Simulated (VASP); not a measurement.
Consider the following.

```
WS2
1.0
    3.18375     0.00000     0.00000
   -1.59187     2.75721     0.00000
    0.00000     0.00000    19.09414
W S
1 2
Direct
  0.66667   0.33333   0.50000
  0.33333   0.66667   0.41833
  0.33333   0.66667   0.58167
```

The numbers are results of r2SCAN meta-GGA, VASP's PBE PAW potentials (set 64) (plane waves; VASP), not measurements. Run with 400 eV cut-off, 9×9×1 Γ-centred mesh, tetrahedra with Blöchl corrections, potentials W_sv S.

The cell holds a wide vacuum, so values per volume refer to the whole cell. Unless said otherwise, spin-orbit coupling is left out, though it shifts the bands of the heavy elements here.

Question: Give the energies of bands 7 to 16 at the high-symmetry points, in eV from the valence-band maximum.

Answer: 
```tsv
band	Γ	M	K
7	-6.64	-6.77	-6.02
8	-3.07	-5.36	-5.61
9	-3.07	-4.65	-4.70
10	-2.23	-3.64	-4.12
11	-1.79	-2.27	-3.42
12	-1.79	-1.44	-2.53
13	0.00	-0.99	-0.02
14	3.06	2.99	1.90
15	3.06	3.46	3.60
16	3.22	4.40	4.29
```

The gap is indirect, 1.90 eV, from the valence maximum at Γ to the conduction minimum at K.

The cell is a sheet with vacuum, built from a generated structure.
